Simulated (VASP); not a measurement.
Data:

```
AuZn
1.0
    3.19039     0.00000     0.00000
    0.00000     3.19039     0.00000
    0.00000     0.00000     3.19039
Zn Au
1 1
Direct
  0.50000   0.50000   0.50000
  0.00000   0.00000   0.00000
```

The numbers are results of PBEsol GGA, VASP's PBE PAW potentials (set 64) (plane waves; VASP 6.6.1), not measurements. Settings: 520 eV cut-off, 12×12×12 Γ-centred mesh, first-order Methfessel-Paxton smearing of 0.10 eV, potentials Zn Au.

Task: The job: AuZn (CsCl type), 2 atoms, PBEsol, static run, 520 eV, 12×12×12 Γ-centred mesh. Roughly how much core time does it take on a busy server core?

Result: About 20 core-seconds (one run on a shared machine, a rough figure). It had 84 irreducible k-points, 15 bands, up to 912 plane waves and 12 electronic steps.

The compound is AuZn in the CsCl type structure. This cell is one point of a volume scan, at 1.06 of the reference volume.
